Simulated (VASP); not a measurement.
These are PBE GGA, VASP's PBE PAW potentials (set 64) (plane waves; VASP) values and carry that method's errors.

VASP input:

### INCAR
```
SYSTEM = Si
PREC = Normal; ENCUT = 350; LREAL = .FALSE.
LASPH = .TRUE.; NBANDS = 88
EDIFF = 1E-8; NELM = 1; ALGO = Exact
ISMEAR = 0; SIGMA = 0.01
GGA = PE
LWAVE = .TRUE.; LCHARG = .FALSE.
LOPTICS = .TRUE.
```

**POSCAR**
```
Si
3.8492770
  0.0000000000   0.7071068151   0.7071068151
  0.7071068151   0.0000000000   0.7071068151
  0.7071068151   0.7071068151   0.0000000000
Si
2
Cartesian
  0.3535534076   0.3535534076   0.3535534076
  0.0000000000   0.0000000000   0.0000000000
```

**KPOINTS**
```
Automatic mesh
0
Gamma
4 4 4
0 0 0
```

POTCAR, in this order: Si_GW (PBE.64 set). Program: vasp_std. Read from the step before: WAVECAR.

Output

### OSZICAR
```
       N       E                     dE             d eps       ncg     rms          rms(c)
DIA:   1    -0.106548812218E+02   -0.10655E+02    0.00000E+00     0   0.000E+00
   1 F= -.10654881E+02 E0= -.10654881E+02  d E =-.653384E-56
 imaginary and real dielectric function
```

**OUTCAR**
```


 plasma frequency squared (from intraband transitions) (eV^2)
  --------------------------------------------------------------------------------------
       0.000       0.000      -0.000
      -0.000       0.000       0.000
       0.000       0.000       0.000

 plasma frequency squared (from interband transitions, int dw w eps(2)(w)) (eV^2)
  --------------------------------------------------------------------------------------
     335.030       0.000       0.000       0.000      -0.000      -0.000
       0.000      -0.000     335.030       0.000       0.000      -0.000
      -0.000       0.000       0.000       0.000     335.030       0.000
```
(Selected blocks of OUTCAR.)

### OUTCAR
```
 val. band max:        5.4369589179   @ k =   0.0000   0.0000   0.0000

 cond. band min:       6.1448085239   @ k =   0.5000   0.5000   0.0000



 k-point     1 :       0.0000    0.0000    0.0000
  band No.  band energies     occupation
      1      -6.4846      2.00000
      2       5.4370      2.00000
      3       5.4370      2.00000
      4       5.4370      2.00000
      5       7.9786      0.00000
      6       7.9786      0.00000
      7       7.9786      0.00000
      8       8.7173      0.00000
      9      13.1403      0.00000
     10      13.1403      0.00000
     11      13.3639      0.00000
     12      16.6435      0.00000
     13      16.6435      0.00000
     14      16.6435      0.00000
     15      20.7988      0.00000
     16      28.4309      0.00000
     17      28.4309      0.00000
     18      28.4309      0.00000
     19      29.5209      0.00000
     20      29.5209      0.00000
     21      31.0877      0.00000
     22      31.0877      0.00000
     23      31.0878      0.00000
     24      34.5612      0.00000
     25      34.5612      0.00000
     26      34.5612      0.00000
     27      40.0294      0.00000
     28      40.0294      0.00000
     29      40.0294      0.00000
     30      43.6304      0.00000
     31      43.7417      0.00000
     32      43.7417      0.00000
     33      45.7924      0.00000
     34      45.7924      0.00000
     35      47.5310      0.00000
     36      47.5310      0.00000
     37      47.5310      0.00000
     38      49.2506      0.00000
     39      49.2506      0.00000
     40      49.2506      0.00000
     41      49.8291      0.00000
     42      50.2649      0.00000
     43      50.2650      0.00000
     44      50.2650      0.00000
     45      50.3135      0.00000
     46      50.3135      0.00000
     47      50.3135      0.00000
     48      51.6673      0.00000
     49      51.6673      0.00000
     50      51.6673      0.00000
     51      55.6690      0.00000
     52      56.7397      0.00000
...
```

The density is held fixed in this step, so its total energy and stress have no physical meaning.

The structure comes from a computed database's Si entry (Fd-3m); how it stands against other phases isn't given here. The cell was not relaxed at this level. The k-mesh is coarse (spacing up to 0.50 per Å, 2π included), so the numbers may not be converged in it.
